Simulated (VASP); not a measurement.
The system is MnSiSe3.

```
Mn Si Se
1.0
     4.83412    0.00000    0.00000
     0.00000    4.83412    0.00000
     0.00000    0.00000    4.83412
Mn Si Se
1 1 3
Direct
  0.00000 0.00000 0.00000
  0.50000 0.50000 0.50000
  0.00000 0.50000 0.50000
  0.50000 0.00000 0.50000
  0.50000 0.50000 0.00000
```

The cell was built by a generator and needn't be a form met in nature.

Base run:

- Program: VASP 6.6.1
- Functional: SCAN
- Potentials or basis: VASP PAW PBE potentials, release 64 (Mn_pv, Si, Se)
- Cutoff: 520 eV
- k mesh: 5 × 5 × 5
- Occupations: fermi-dirac, width 0.05 eV
- Spin: collinear spin, ferromagnetic start
- Starting moments: [4.0, 0.0, 0.0, 0.0, 0.0] μB

Its results: pressure -1.2 GPa; net moment 5.36 μB per cell; site moments Mn +4.66; Si +0.07; Se +0.04 μB.

After a change of settings the same cell gave: pressure 1.3 GPa; net moment 5.29 μB per cell; site moments Mn +4.52; Si +0.06; Se +0.06 μB. Which change was it?
A. functional from SCAN to revPBE
B. functional from SCAN to AM05
C. functional from SCAN to PW91
D. functional from SCAN to PBEsol

A.

Caveats: the PAW data sets were made with another functional, which shifts forces and pressure a little; a cell with one magnetic atom can't hold antiferromagnetic order, which such compounds often take.

Runs at the PBE level aren't shown here.
